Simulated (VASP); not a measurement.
An input for Quantum ESPRESSO's pw.x (written as the equivalent of a VASP run, and not itself run):

```
&CONTROL
  calculation = 'vc-relax'
  pseudo_dir = './pseudo'
  outdir = './out'
  tprnfor = .true.
  tstress = .true.
  nstep = 40
  forc_conv_thr = 0.00078
/
&SYSTEM
  ibrav = 0
  nat = 3
  ntyp = 2
  ecutwfc = 76
  occupations = 'smearing'
  smearing = 'methfessel-paxton'
  degauss = 0.00735
  input_dft = 'pbe'
/
&ELECTRONS
  conv_thr = 7.3e-08
  electron_maxstep = 100
/
&IONS
/
&CELL
  press = 50
/
ATOMIC_SPECIES
  Al 26.982 Al.upf
  Au 196.967 Au.upf
CELL_PARAMETERS angstrom
     0.0000000    3.0279176    3.0279176
     3.0279176    0.0000000    3.0279176
     3.0279176    3.0279176    0.0000000
ATOMIC_POSITIONS crystal
  Al   0.2500000  0.2500000  0.2500000
  Al   0.7500000  0.7500000  0.7500000
  Au   0.0000000  0.0000000  0.0000000
K_POINTS automatic
  9 9 9 0 0 0
```

Question: Translate this input to VASP (INCAR, KPOINTS, POSCAR, choice of POTCAR).

Answer: Several could match; the one computed here: 
### POSCAR
```
AuAl2
1
    0.0000000000     3.0279176444     3.0279176444
    3.0279176444     0.0000000000     3.0279176444
    3.0279176444     3.0279176444     0.0000000000
Al Au
2 1
Direct
  0.2500000000   0.2500000000   0.2500000000
  0.7500000000   0.7500000000   0.7500000000
  0.0000000000   0.0000000000   0.0000000000
```

KPOINTS:
```
Automatic mesh
0
Gamma
9 9 9
0 0 0
```

INCAR:
```
SYSTEM = AuAl2
PREC = Accurate
ENCUT = 500
EDIFF = 1E-6
NELM = 100
ALGO = Normal
LREAL = .FALSE.
LASPH = .TRUE.
ISMEAR = 1
SIGMA = 0.1
GGA = PE
LMAXMIX = 6
LWAVE = .FALSE.
LCHARG = .FALSE.
IBRION = 2
ISIF = 3
NSW = 40
EDIFFG = -0.02
PSTRESS = 50
```

POTCAR, in this order: Al Au (PBE.64 set). Program: vasp_std.

The two are equivalent in intent, not identical: the potentials are each code's own (VASP's PAW set, PseudoDojo norm-conserving files in pw.x), so ENCUT and ecutwfc are chosen apart and not converted; conv_thr bounds pw.x's estimated SCF error, while EDIFF bounds the energy change between steps; forc_conv_thr acts on force components and is met together with etot_conv_thr.

The compound is AuAl2 in the fluorite structure. This run relaxes it under an external pressure of 5 GPa. Symmetry was kept, so distortions that lower it aren't found.
